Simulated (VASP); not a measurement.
NaCu:

```
Na Cu
1.0
     2.94224    0.00000    0.00000
     0.00000    2.94224    0.00000
     0.00000    0.00000    4.04091
Na Cu
1 1
Cartesian
  0.0000 0.0000 0.0000
  1.4711 1.4711 2.0205
```

The cell was built by a generator and needn't be a form met in nature.

Base run:

```yaml
Program: VASP 6.6.1
Functional: RPBE
Potentials_or_basis: VASP PAW PBE potentials, release 64 (Na_pv, Cu)
Cutoff: 520 eV
k_mesh: 9 × 9 × 7
Occupations: fermi-dirac, width 0.05 eV
Spin: no spin polarisation
```

Its results: pressure 5.5 GPa.

Q: The run is repeated on the same cell with these changes: functional from RPBE to PBEsol. What comes out?

A: Pressure 0.9 GPa.

PBEsol binds more tightly than RPBE, so the same cell stands under less pressure.

Caveats: the PAW data sets were made with another functional, which shifts forces and pressure a little.

Not every run made on this cell is shown here.
